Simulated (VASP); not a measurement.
Method: PBE GGA, VASP's PBE PAW potentials (set 64) (plane waves; VASP).

VASP input:

INCAR:
```
SYSTEM=TaTi
PREC=Accurate; ENCUT=300; LREAL=.FALSE.
LASPH=.TRUE.
EDIFF=1E-6; NELM=100; ALGO=Normal
LMAXMIX=6
ISMEAR=-1; SIGMA=0.1
GGA=PE
ISIF=2
LWAVE=.FALSE.; LCHARG=.FALSE.
```

**KPOINTS**
```
Regular mesh
0
G
  8 8 6
```

File POSCAR:
```
TaTi
1
    2.9554080000     0.0000000000     0.0000000000
    0.0000000000     2.9554080000     0.0000000000
    0.0000000000     0.0000000000     3.8736960000
Ti Ta
1 1
Direct
  0.5000000000   0.5000000000   0.5000000000
  0.0000000000   0.0000000000   0.0000000000
```

POTCAR, in this order: Ti_sv Ta_pv (PBE.64 set). Program: vasp_std.

At this cut-off the stress carries a Pulay error, which pulls relaxed volumes low. Unless said otherwise, spin-orbit coupling is left out, though it shifts the bands of the heavy elements here.

Q: Estimate the energy per atom (σ→0), pressure, band gap (on the k-mesh).

A: 
The energy per atom (σ→0) comes out as -9.646 eV/atom. The band gap (on the k-mesh) is none (metal, semimetal or under 0.01 eV) and the pressure comes out as 9.24 GPa.

**OSZICAR**
```
...
DAV:   8    -0.193451002299E+02    0.18323E+00   -0.15837E+00  2357   0.114E+01    0.106E+00
DAV:   9    -0.193414177560E+02    0.36825E-02   -0.98470E-02  2287   0.364E+00    0.312E-01
DAV:  10    -0.193412843188E+02    0.13344E-03   -0.57724E-03  2307   0.647E-01    0.863E-02
DAV:  11    -0.193413096773E+02   -0.25359E-04   -0.44615E-04  2371   0.206E-01    0.453E-02
DAV:  12    -0.193413020879E+02    0.75894E-05   -0.94339E-05  2406   0.916E-02    0.132E-02
DAV:  13    -0.193412996890E+02    0.23989E-05   -0.50111E-06  2169   0.281E-02    0.307E-03
DAV:  14    -0.193412992723E+02    0.41675E-06   -0.50842E-07  1054   0.748E-03
   1 F= -.19341299E+02 E0= -.19291011E+02  d E =-.100578E+00
```

The structure was generated: TaTi was put into an ordered model structure, which need not be its known phase. The cell was not relaxed at this level. The electron count is odd and the run is not spin-polarised, which forces a metal.
